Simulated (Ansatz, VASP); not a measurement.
SiAgRu3: VASP beside Ansatz

```
CELL_PARAMETERS angstrom
4.39886 0.00000 0.00000
0.00000 4.39886 0.00000
0.00000 0.00000 4.39886
ATOMIC_POSITIONS crystal
Si 0.50000 0.50000 0.50000
Ag 0.00000 0.00000 0.00000
Ru 0.00000 0.50000 0.50000
Ru 0.50000 0.00000 0.50000
Ru 0.50000 0.50000 0.00000
```

Alike in both runs: functional PBE; k mesh 4 × 4 × 4; occupations gaussian, width 0.1 eV; no spin polarisation.

Ansatz relaxed the structure, and its values are those at the end. VASP's run is a single point on that final structure, the one shown.

|  | VASP | Ansatz |
| --- | --- | --- |
| version | VASP 6.6.1 | Ansatz 0.2.0 |
| potentials or method | VASP PAW PBE potentials, release 64 (Si, Ag, Ru_pv) | scalar-relativistic, plane waves, PAW |
| plane-wave cutoff (eV) | 520 | 420 |
| valence electrons in the cell | 57 | 71 |

Ansatz gave:

```
gap on the k mesh at the Fermi level (eV) : none
pressure (GPa)                            : 0.1
```

Task: Estimate VASP's values.

Result: gap on the k mesh at the Fermi level (eV): none; pressure (GPa): 0.2.

A gap of «none» marks a metal or a gap that the smearing closes. The functional is the same, so the differences come from potentials, cutoffs and numerics. The two sets of potentials don't hold the same shells in valence.
